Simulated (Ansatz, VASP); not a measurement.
One structure in several programs: Ga (Cmce, 4 atoms in the cell)

Self-consistent single point.

```
CELL_PARAMETERS angstrom
      2.26000    -3.83000     0.00000
      2.26000     3.83000     0.00000
      0.00000     0.00000     4.53000
ATOMIC_POSITIONS crystal
  Ga 0.15490 0.84510 0.91900
  Ga 0.34510 0.65490 0.41900
  Ga 0.65490 0.34510 0.58100
  Ga 0.84510 0.15490 0.08100
```

Shared settings, as Ansatz (a quantum-chemistry and plane-wave program) writes them: kpoints.mp_grid.grid = 4 4 4; magnetization.spin_orbit = true; scf.occupations.method = gaussian; scf.occupations.width = 0.272 eV. Potentials and cutoffs stand in the table.

```json
[
 {"code": "Ansatz", "model": "PBE with spin-orbit coupling, default PAW files", "pressure (GPa)": "1.85", "largest force (eV/Å)": "0.254", "cutoff": "default"},
 {"code": "VASP", "model": "PBE, spin-orbit coupling, VASP's PBE PAW potentials (set 64)", "pressure (GPa)": "1.99", "largest force (eV/Å)": "0.253", "cutoff": "300 eV"}
]
```

The spread over the programs that give each value: pressure within 0.14 GPa; largest force within 0.001 eV/Å.

Ansatz's pressure is given at a fixed set of plane waves, as the other plane-wave codes print theirs; with its correction for the finite basis it is 1.90 GPa.

The shared mesh is coarse (it stands for a supercell whose shortest vector is 18 Å), so the values are not converged in it.

VASP's run is marked for a possible Pulay error in its stress at this cutoff; no cutoff test was made.

The starting cell has typed, rounded lattice constants, without a prior relaxation at this level.

Left out of this page: Elk, FLEUR and SIESTA (not drawn, or without a comparable value).

Keys are those of Ansatz 0.2.
